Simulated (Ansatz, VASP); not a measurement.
**H83C18N9O28 in two plane-wave programs**

Aim: how closely do two programs agree when they are given the same cell, functional and k mesh? The structure shown is the start of the Ansatz relaxation below; VASP solves that cell, so the two are compared at the walk's first step.

Method: plane waves, with VASP 6.6.1 beside it; single point at PBE with D3(BJ), in Ansatz 0.2.0.

## (1) Starting point

The cell holds 138 atoms: 18 C, 9 N, 83 H and 28 O. Its edges and angles: a = 11.757 Å, b = 11.757 Å, c = 11.757 Å, α = 90.0°, β = 90.0°, γ = 90.0°.

## (2) Ansatz: relaxation, PBE with D3(BJ)

Ansatz runs on its default PAW (the set named soft_2) files.

The two programs are compared at the cell with which this relaxation starts, whose forces are those of its first step.

The input, input.yaml:

```yaml
crystal:
  lattice:
    - [11.75671, 0.0, 0.0]
    - [0.0, 11.75671, 0.0]
    - [0.0, 0.0, 11.75671]
  atoms:
    - { symbol: C, position: [0.10622, 0.95576, 0.66758] }
    - { symbol: C, position: [0.00772, 0.9235, 0.72882] }
    - { symbol: "N", position: [0.9277, 0.89982, 0.77556] }
    - { symbol: H, position: [0.09118, 0.03482, 0.62058] }
    - { symbol: H, position: [0.13529, 0.88287, 0.60934] }
    - { symbol: H, position: [0.18011, 0.98145, 0.73061] }
    - { symbol: C, position: [0.61912, 0.49364, 0.56341] }
    - { symbol: C, position: [0.57236, 0.48335, 0.67583] }
    - { symbol: "N", position: [0.53283, 0.47094, 0.76385] }
    - { symbol: H, position: [0.64691, 0.57845, 0.55662] }
    - { symbol: H, position: [0.56786, 0.47875, 0.49134] }
    - { symbol: H, position: [0.68175, 0.42845, 0.56064] }
    - { symbol: C, position: [0.72622, 0.54336, 0.0926] }
    - { symbol: C, position: [0.73919, 0.66868, 0.11041] }
    - { symbol: "N", position: [0.75025, 0.76814, 0.11416] }
    - { symbol: H, position: [0.66699, 0.501, 0.15494] }
    - { symbol: H, position: [0.80722, 0.49993, 0.09495] }
    - { symbol: H, position: [0.68199, 0.52536, 0.01132] }
    - { symbol: C, position: [0.67216, 0.07959, 0.76148] }
    - { symbol: C, position: [0.75492, 0.17244, 0.7503] }
    - { symbol: "N", position: [0.80664, 0.25467, 0.74204] }
    - { symbol: H, position: [0.61294, 0.08613, 0.68964] }
    - { symbol: H, position: [0.61039, 0.0797, 0.82928] }
    - { symbol: H, position: [0.70694, 0.99649, 0.7569] }
    - { symbol: C, position: [0.97274, 0.24046, 0.97938] }
    - { symbol: C, position: [0.92619, 0.12605, 0.00478] }
    - { symbol: "N", position: [0.902, 0.03043, 0.02019] }
    - { symbol: H, position: [0.9095, 0.30626, 0.97115] }
    - { symbol: H, position: [0.01982, 0.2399, 0.89876] }
    - { symbol: H, position: [0.02632, 0.26787, 0.05027] }
    - { symbol: C, position: [0.06495, 0.67643, 0.21875] }
    - { symbol: C, position: [0.06198, 0.56361, 0.16321] }
    - { symbol: "N", position: [0.08774, 0.48316, 0.11715] }
    - { symbol: H, position: [0.98491, 0.71824, 0.19108] }
    - { symbol: H, position: [0.13864, 0.71822, 0.19028] }
    - { symbol: H, position: [0.05298, 0.66691, 0.31147] }
    - { symbol: C, position: [0.16948, 0.04352, 0.25128] }
    - { symbol: C, position: [0.22928, 0.03451, 0.36026] }
    - { symbol: "N", position: [0.2785, 0.0351, 0.44678] }
    - { symbol: H, position: [0.23449, 0.04768, 0.18652] }
    - { symbol: H, position: [0.11715, 0.12337, 0.23941] }
    - { symbol: H, position: [0.10596, 0.97809, 0.24379] }
    - { symbol: C, position: [0.9964, 0.38363, 0.58329] }
    - { symbol: C, position: [0.03404, 0.30384, 0.49013] }
    - { symbol: "N", position: [0.08214, 0.26976, 0.41134] }
    - { symbol: H, position: [0.00368, 0.33532, 0.66014] }
    - { symbol: H, position: [0.91302, 0.41649, 0.56725] }
    - { symbol: H, position: [0.05833, 0.4546, 0.58213] }
    - { symbol: C, position: [0.50726, 0.76493, 0.86867] }
    - { symbol: C, position: [0.45394, 0.76111, 0.75815] }
    - { symbol: "N", position: [0.4025, 0.75176, 0.67428] }
    - { symbol: H, position: [0.59603, 0.73669, 0.87426] }
    - { symbol: H, position: [0.45164, 0.71804, 0.93529] }
    - { symbol: H, position: [0.50166, 0.85084, 0.89981] }
    - { symbol: O, position: [0.96646, 0.68879, 0.59407] }
    - { symbol: H, position: [0.04713, 0.66237, 0.59945] }
    - { symbol: H, position: [0.96449, 0.76752, 0.56193] }
    - { symbol: O, position: [0.43352, 0.47447, 0.97645] }
    - { symbol: H, position: [0.4942, 0.47743, 0.91692] }
    - { symbol: H, position: [0.35961, 0.49991, 0.9429] }
    - { symbol: O, position: [0.8407, 0.54338, 0.85601] }
    - { symbol: H, position: [0.79259, 0.60945, 0.83243] }
    - { symbol: H, position: [0.82593, 0.47761, 0.80414] }
    - { symbol: O, position: [0.27985, 0.53634, 0.83915] }
    - { symbol: H, position: [0.33562, 0.51453, 0.77875] }
    - { symbol: H, position: [0.20072, 0.52738, 0.80926] }
    - { symbol: O, position: [0.45014, 0.19877, 0.46281] }
    - { symbol: H, position: [0.37619, 0.1607, 0.44503] }
    - { symbol: H, position: [0.44848, 0.22804, 0.54266] }
    - { symbol: O, position: [0.73724, 0.68496, 0.70001] }
    - { symbol: H, position: [0.82069, 0.70007, 0.70657] }
    - { symbol: H, position: [0.70214, 0.74198, 0.64755] }
    - { symbol: O, position: [0.34508, 0.83075, 0.20536] }
    - { symbol: H, position: [0.40308, 0.89221, 0.19569] }
    - { symbol: H, position: [0.34572, 0.80359, 0.28596] }
    - { symbol: O, position: [0.45862, 0.6309, 0.15362] }
    - { symbol: H, position: [0.4165, 0.7046, 0.15904] }
    - { symbol: H, position: [0.43678, 0.59099, 0.08175] }
    - { symbol: O, position: [0.4034, 0.2702, 0.6819] }
    - { symbol: H, position: [0.35277, 0.22366, 0.73195] }
    - { symbol: H, position: [0.44591, 0.32666, 0.72922] }
    - { symbol: O, position: [0.5802, 0.30527, 0.28836] }
    - { symbol: H, position: [0.53142, 0.25749, 0.33908] }
    - { symbol: H, position: [0.53973, 0.31897, 0.21481] }
    - { symbol: O, position: [0.67151, 0.96856, 0.01823] }
    - { symbol: H, position: [0.74336, 0.00349, 0.98903] }
    - { symbol: H, position: [0.68732, 0.88941, 0.04504] }
    - { symbol: O, position: [0.794, 0.13353, 0.32854] }
    - { symbol: H, position: [0.81288, 0.12654, 0.2459] }
    - { symbol: H, position: [0.80952, 0.21302, 0.35454] }
    - { symbol: O, position: [0.62935, 0.03416, 0.46088] }
    - { symbol: H, position: [0.57598, 0.09967, 0.47065] }
    - { symbol: H, position: [0.69414, 0.05757, 0.41098] }
    - { symbol: O, position: [0.48065, 0.01115, 0.14222] }
    - { symbol: H, position: [0.48271, 0.09302, 0.16519] }
    - { symbol: H, position: [0.54519, 0.99494, 0.08924] }
    - { symbol: O, position: [0.79083, 0.36713, 0.36809] }
    - { symbol: H, position: [0.70742, 0.35547, 0.35618] }
    - { symbol: H, position: [0.80684, 0.45017, 0.37719] }
    - { symbol: O, position: [0.0587, 0.47964, 0.84834] }
    - { symbol: H, position: [0.07774, 0.46144, 0.92922] }
    - { symbol: H, position: [0.97841, 0.50732, 0.84365] }
    - { symbol: O, position: [0.38823, 0.48489, 0.31838] }
    - { symbol: H, position: [0.33698, 0.43121, 0.27683] }
    - { symbol: H, position: [0.42272, 0.53963, 0.26316] }
    - { symbol: O, position: [0.61124, 0.78929, 0.51754] }
    - { symbol: H, position: [0.56826, 0.7467, 0.45776] }
    - { symbol: H, position: [0.60861, 0.87257, 0.50044] }
    - { symbol: O, position: [0.37326, 0.78614, 0.43571] }
    - { symbol: H, position: [0.39613, 0.76178, 0.51393] }
    - { symbol: H, position: [0.36131, 0.87034, 0.43459] }
    - { symbol: O, position: [0.92101, 0.97876, 0.48942] }
    - { symbol: H, position: [0.93894, 0.02739, 0.42198] }
    - { symbol: H, position: [0.84483, 0.00035, 0.52048] }
    - { symbol: O, position: [0.21402, 0.31, 0.21335] }
    - { symbol: H, position: [0.17202, 0.36503, 0.16392] }
    - { symbol: H, position: [0.16634, 0.29062, 0.28107] }
    - { symbol: O, position: [0.32496, 0.44968, 0.53841] }
    - { symbol: H, position: [0.33759, 0.37204, 0.57075] }
    - { symbol: H, position: [0.35812, 0.45355, 0.46018] }
    - { symbol: O, position: [0.30009, 0.95716, 0.94737] }
    - { symbol: H, position: [0.34922, 0.94737, 0.01611] }
    - { symbol: H, position: [0.22754, 0.91406, 0.958] }
    - { symbol: O, position: [0.3225, 0.17965, 0.88122] }
    - { symbol: H, position: [0.29779, 0.10039, 0.8997] }
    - { symbol: H, position: [0.35452, 0.21634, 0.95096] }
    - { symbol: O, position: [0.08082, 0.85448, 0.01353] }
    - { symbol: H, position: [0.07753, 0.82096, 0.93543] }
    - { symbol: H, position: [0.01432, 0.90626, 0.02498] }
    - { symbol: O, position: [0.84116, 0.60656, 0.41171] }
    - { symbol: H, position: [0.79063, 0.66726, 0.38012] }
    - { symbol: H, position: [0.86829, 0.62962, 0.48896] }
    - { symbol: O, position: [0.19131, 0.64659, 0.5941] }
    - { symbol: H, position: [0.24924, 0.69382, 0.6347] }
    - { symbol: H, position: [0.22929, 0.57897, 0.55917] }
    - { symbol: O, position: [0.41115, 0.27792, 0.08381] }
    - { symbol: H, position: [0.34238, 0.28004, 0.13383] }
    - { symbol: H, position: [0.42379, 0.35481, 0.04972] }
kpoints:
  mp_grid: { grid: [1, 1, 1] }
hamiltonian:
  xc: pbe
  dispersion: d3bj
scf:
  occupations: { method: gaussian, width: 0.05 }
output:
  forces: true
relax:
  f_tol: 0.03
  max_steps: 200
```

The run is started by

```
> ansatz run input.yaml --threads 4 --pin off --max-ram 8192MiB --backend cpu --events-out ev --progress --plain --runs-dir out
```

Numbers of over 12 decimals in the logs are rounded to 6 here.

Log:

```text
Engine: ansatz 0.2.0, x86_64-unknown-linux-gnu
Pseudopotentials: kind: paw
Pseudopotential: C, paw, valence charge 4, recommended cutoff 420 eV (normal), C.paw.azcp
Pseudopotential: N, paw, valence charge 5, recommended cutoff 420 eV (normal), N.paw.azcp
Pseudopotential: H, paw, valence charge 1, recommended cutoff 420 eV (normal), H.paw.azcp
Pseudopotential: O, paw, valence charge 6, recommended cutoff 420 eV (normal), O.paw.azcp
Functional definition: PBE
  parameter kappa = 0.804
  parameter beta = 0.066725
  exchange = pbe_x(kappa = kappa, mu = beta*pi^2/3)
  correlation = pbe_c(beta = beta)
Crystal: 138 atoms, lattice volume = 1625.015 Å³
Basis set: ecut = 420 eV, 31559 PW (Γ), exchange–correlation on 160×160×160 points (8 copies of the dense FFT grid, shifted against one another)
Bands: 322, of which v1, the nominal top of the filled ones, is band 184 counted from 1 (183 counted from 0)
Symmetry: 1 space group operations
Space group: P1 (ITA 1), of the structure as read, at distance tolerance 1.2e-4 Å
k-points: 1
Non-local potential: C, projectors of the file, l = 0: 2, l = 1: 2, l = 2: 1
Non-local potential: N, projectors of the file, l = 0: 2, l = 1: 2, l = 2: 1
Non-local potential: H, projectors of the file, l = 0: 2, l = 1: 1
Non-local potential: O, projectors of the file, l = 0: 2, l = 1: 2, l = 2: 1
PAW form: soft (Blöchl's): semilocal exchange-correlation on the pseudo side does not see the compensation charge
PAW one-centre angular grid: C, 110 points (default); XC on 64 Gauss nodes
PAW one-centre angular grid: N, 110 points (default); XC on 64 Gauss nodes
PAW one-centre angular grid: H, 110 points (default); XC on 64 Gauss nodes
PAW one-centre angular grid: O, 110 points (default); XC on 64 Gauss nodes
Initial density: superposition of atomic densities (neutral atoms: chi_scale 0, normalization atom), corrected by the library's trained network
Initial wavefunctions: pseudopotential atomic-orbital guess
Functional: x = pbe(κ = 0.804, μ = 0.219515), c = pbe(β = 0.066725)
SCF iter   1: F=—  HF=-25191.872789 eV  |F-HF|=—  |Δ(HF+E_count)|=         —  Δρ=3.26e-3  dr2=2.34e-1  ethr=1.77e-3  ⟨swp⟩=6.0  Hψ=1471  notcnv=0  defer=36
preconditioner: auto → Resta (q_TF=auto, 2.130 Å⁻¹)  ε∞=2.2  [insulator: Δε(μ)=4.397 eV  Ē_g=16.061 eV  σ=0.050 eV  W_gap=1.00  n_scr=250 (ndim 8)  ℏωp=17.7 eV  f_vac=0.278  D(μ)=0.00/eV (n_scr^D=0)  ε∞_Penn≈2.2]
SCF iter   2: F=—  HF=-25191.835072 eV  |F-HF|=—  |Δ(HF+E_count)|=   3.77e-2  Δρ=1.73e-3  dr2=6.05e-2  ethr=6.35e-5  ⟨swp⟩=2.0  Hψ=534  notcnv=0  defer=131
SCF iter   3: F=—  HF=-25191.822293 eV  |F-HF|=—  |Δ(HF+E_count)|=   1.28e-2  Δρ=9.04e-4  dr2=2.26e-2  ethr=1.65e-5  ⟨swp⟩=2.0  Hψ=351  notcnv=0  defer=131
SCF iter   4: F=—  HF=-25191.818275 eV  |F-HF|=—  |Δ(HF+E_count)|=   4.02e-3  Δρ=4.70e-4  dr2=4.57e-3  ethr=6.15e-6  ⟨swp⟩=3.0  Hψ=728  notcnv=0  defer=130
SCF iter   5: F=—  HF=-25191.817471 eV  |F-HF|=—  |Δ(HF+E_count)|=   8.05e-4  Δρ=1.76e-4  dr2=5.87e-4  ethr=1.24e-6  ⟨swp⟩=2.0  Hψ=350  notcnv=0  defer=130
SCF iter   6: F=—  HF=-25191.817384 eV  |F-HF|=—  |Δ(HF+E_count)|=   8.68e-5  Δρ=8.04e-5  dr2=1.25e-4  ethr=1.59e-7  ⟨swp⟩=2.0  Hψ=349  notcnv=0  defer=130
SCF iter   7: F=—  HF=-25191.817369 eV  |F-HF|=—  |Δ(HF+E_count)|=   1.46e-5  Δρ=4.06e-5  dr2=3.10e-5  ethr=3.40e-8  ⟨swp⟩=2.0  Hψ=445  notcnv=0  defer=130
SCF iter   8: F=-25191.817366 eV  HF=-25191.817366 eV  |F-HF|=8.10e-8  |Δ(HF+E_count)|=   3.54e-6  Δρ=1.03e-5  dr2=1.74e-6  ethr=6.11e-9  ⟨swp⟩=4.0  Hψ=685  notcnv=0
SCF 1 converged in 8 iterations: F = -25191.817366 eV  dr2 = 1.74e-6
  greatest PAW one-centre occupation: 0.864 electrons in one spin orbital (limit 2), on the O atom at site 75 (counted from 0), in its partial waves of l = 0
relax step   1: F+E_penalty+E_count = -25191.81736593 eV  Δ(F+E_penalty+E_count) = +0.000e0 eV  max|allowed force component| = 4.066e0 eV/Å  Δτ_max = 0.0000 Å  (8 SCF iters, dr2 threshold 2.25e-5 eV, accepted)
Initial density: handed on by an earlier stage of this run
Initial wavefunctions: those handed on with the density
iter 1 solved again at ethr=3.93e-4 eV; its pass at ethr=3.10e-3 eV (dr2=1.45e0 eV) is discarded
SCF iter   1: F=—  HF=-25195.449646 eV  |F-HF|=—  |Δ(HF+E_count)|=         —  Δρ=1.52e-2  dr2=1.50e0  ethr=3.93e-4  ⟨swp⟩=1.0  Hψ=1128  notcnv=0  defer=132
preconditioner: auto → Resta (q_TF=auto, 2.130 Å⁻¹)  ε∞=2.2  [insulator: Δε(μ)=4.503 eV  Ē_g=16.132 eV  σ=0.050 eV  W_gap=1.00  n_scr=250 (ndim 8)  ℏωp=17.7 eV  f_vac=0.285  D(μ)=0.00/eV (n_scr^D=0)  ε∞_Penn≈2.2]
SCF iter   2: F=—  HF=-25195.253554 eV  |F-HF|=—  |Δ(HF+E_count)|=   1.96e-1  Δρ=7.34e-3  dr2=3.31e-1  ethr=3.93e-4  ⟨swp⟩=5.0  Hψ=353  notcnv=0  defer=132
SCF iter   3: F=—  HF=-25195.276745 eV  |F-HF|=—  |Δ(HF+E_count)|=   2.32e-2  Δρ=3.69e-3  dr2=2.04e-1  ethr=8.98e-5  ⟨swp⟩=2.0  Hψ=534  notcnv=0  defer=131
[...]
- { symbol: C, position: [0.093244, 0.596109, 0.190464] }
    - { symbol: N, position: [0.089437, 0.502860, 0.157401] }
    - { symbol: H, position: [1.053972, 0.766285, 0.166514] }
    - { symbol: H, position: [0.188232, 0.739428, 0.232061] }
    - { symbol: H, position: [0.058123, 0.719779, 0.312915] }
    - { symbol: C, position: [0.144265, 0.036899, 0.216340] }
    - { symbol: C, position: [0.226954, 0.032273, 0.307210] }
    - { symbol: N, position: [0.293537, 0.029274, 0.379997] }
    - { symbol: H, position: [0.163803, 0.109589, 0.161135] }
    - { symbol: H, position: [0.058648, 0.048743, 0.251746] }
    - { symbol: H, position: [0.147030, 0.958584, 0.165486] }
    - { symbol: C, position: [0.959912, 0.413995, 0.565146] }
    - { symbol: C, position: [0.025529, 0.336790, 0.495654] }
    - { symbol: N, position: [0.078262, 0.274651, 0.439873] }
    - { symbol: H, position: [-0.090744, 0.365873, 0.627123] }
    - { symbol: H, position: [0.901855, 0.463675, 0.511479] }
    - { symbol: H, position: [0.016492, 0.472209, 0.611220] }
    - { symbol: C, position: [0.481349, 0.739237, 0.844240] }
    - { symbol: C, position: [0.407087, 0.757592, 0.748234] }
    - { symbol: N, position: [0.348067, 0.771653, 0.670300] }
    - { symbol: H, position: [0.565890, 0.712212, 0.815211] }
    - { symbol: H, position: [0.444475, 0.672587, 0.898273] }
    - { symbol: H, position: [0.488929, 0.818229, 0.893138] }
    - { symbol: O, position: [0.961925, 0.723693, 0.483910] }
    - { symbol: H, position: [0.032858, 0.701039, 0.524607] }
    - { symbol: H, position: [0.959080, 0.807666, 0.480120] }
    - { symbol: O, position: [0.417615, 0.435672, 0.991761] }
    - { symbol: H, position: [0.478359, 0.429789, 0.934607] }
    - { symbol: H, position: [0.353302, 0.465309, 0.944538] }
    - { symbol: O, position: [0.850280, 0.550683, 0.821013] }
    - { symbol: H, position: [0.819443, 0.599801, 0.759901] }
    - { symbol: H, position: [0.832892, 0.471982, 0.800098] }
    - { symbol: O, position: [0.270213, 0.532509, 0.845174] }
    - { symbol: H, position: [0.278588, 0.515672, 0.764178] }
    - { symbol: H, position: [0.190330, 0.556244, 0.856832] }
    - { symbol: O, position: [0.469426, 0.145176, 0.509420] }
    - { symbol: H, position: [0.405899, 0.105557, 0.472521] }
    - { symbol: H, position: [0.436455, 0.179297, 0.578960] }
    - { symbol: O, position: [0.784101, 0.691034, 0.643881] }
    - { symbol: H, position: [0.851570, 0.699633, 0.594598] }
    - { symbol: H, position: [0.722643, 0.723584, 0.596659] }
    - { symbol: O, position: [0.370554, 0.784606, 0.210541] }
[...]
- { symbol: O, position: [0.459066, 0.565754, 0.195432] }
[...]
- { symbol: O, position: [0.368589, 0.254231, 0.701176] }
[...]
- { symbol: O, position: [0.562384, 0.240960, 0.301516] }
[...]
- { symbol: O, position: [0.656142, 0.990973, 0.020593] }
[...]
- { symbol: O, position: [0.836738, 0.120255, 0.338163] }
[...]
- { symbol: O, position: [0.677884, 0.020021, 0.488768] }
[...]
- { symbol: O, position: [0.443022, -0.00841932, 0.103127] }
[...]
- { symbol: O, position: [0.761332, 0.341831, 0.364069] }
[...]
- { symbol: O, position: [0.054552, 0.602345, 0.911594] }
[...]
- { symbol: O, position: [0.370082, 0.455736, 0.384514] }
[...]
- { symbol: O, position: [0.646188, 0.783233, 0.473376] }
[...]
- { symbol: O, position: [0.410367, 0.818178, 0.442877] }
[...]
- { symbol: O, position: [0.929517, 0.960320, 0.489149] }
[...]
- { symbol: O, position: [0.215256, 0.317344, 0.253394] }
[...]
- { symbol: O, position: [0.283967, 0.460482, 0.599861] }
[...]
- { symbol: O, position: [0.299622, 0.940241, 0.923412] }
[...]
- { symbol: O, position: [0.272895, 0.164169, 0.890882] }
[...]
- { symbol: O, position: [0.093961, 0.833292, -0.022962] }
    - { symbol: H, position: [0.079142, 0.755964, 0.947530] }
    - { symbol: H, position: [0.047944, 0.883791, -0.070801] }
    - { symbol: O, position: [0.794932, 0.595387, 0.366418] }
    - { symbol: H, position: [0.732698, 0.648463, 0.382201] }
    - { symbol: H, position: [0.860441, 0.634966, 0.400452] }
    - { symbol: O, position: [0.142638, 0.648005, 0.602516] }
    - { symbol: H, position: [0.201614, 0.700844, 0.628215] }
    - { symbol: H, position: [0.184132, 0.575359, 0.594657] }
    - { symbol: O, position: [0.384052, 0.237805, 0.112922] }
    - { symbol: H, position: [0.321456, 0.261308, 0.164158] }
    - { symbol: H, position: [0.401407, 0.308081, 0.068750] }
```

[end of part 1 of 2]

[Lines on the potential files, build, host, timing and source positions are cut from VASP's logs without a mark.]

[Logs are printed without paths, hosts, clocks, repeated set-up lines and the standing remarks that a program may print on its own settings, such as how far it seeks lower states.]

[Hosts, paths, dates, database ids (printed as entryN), source tags and the programs' standing remarks are cut or masked in the printed files.]
